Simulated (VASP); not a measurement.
A run of VASP 6.6.1 is set up as follows.

File INCAR:

```
SYSTEM = Y3Ge
PREC = Accurate
ENCUT = 600
EDIFF = 1E-7
ISMEAR = -1
SIGMA = 0.05
LREAL = .FALSE.
LASPH = .TRUE.
NELM = 60
ALGO = Normal
ISIF = 3
LWAVE = .FALSE.
LCHARG = .FALSE.
GGA = RE
IBRION = 2
NSW = 40
EDIFFG = -0.01
```

Contents of KPOINTS:

```
Automatic mesh
0
G
  6 6 6
  0 0 0
```

Contents of POSCAR:

```
Y3Ge
1.0
   -2.2653940000      2.2653940000      5.1970200000
    2.2653940000     -2.2653940000      5.1970200000
    2.2653940000      2.2653940000     -5.1970200000
Y Ge
3 1
Direct
    0.5000000000      0.5000000000      0.0000000000
    0.2500000000      0.7500000000      0.5000000000
    0.7500000000      0.2500000000      0.5000000000
    0.0000000000      0.0000000000      0.0000000000
```

Potentials or basis: VASP PAW PBE potentials, release 64 (Y_sv, Ge_d).

The run is started by

```console
$ cat potpaw_PBE.64/Y_sv/POTCAR potpaw_PBE.64/Ge_d/POTCAR > POTCAR
$ mpirun -np 1 vasp_std > vasp.out
```

Question: Predict the band gap on the k mesh.

Answer: None (metal or under the smearing width).

Question: Estimate the space group after relaxing (to 0.05 Å).

Answer: I4/mmm (No. 139).

Question: What does it give for the relaxed volume?

Answer: 27.22 Å³/atom.

Final structure:
```xyz
4
Lattice="-2.2805 2.2805 5.2336 2.2805 -2.2805 5.2336 2.2805 2.2805 -5.2336" Properties=species:S:1:pos:R:3 pbc="T T T"
Y     0.0000    0.0000    5.2336
Y     2.2805    0.0000    2.6168
Y     0.0000    2.2805    2.6168
Ge    2.2805   -2.2805    5.2336
```

Caveat: the PAW data sets were made with another functional, which shifts forces and pressure a little.
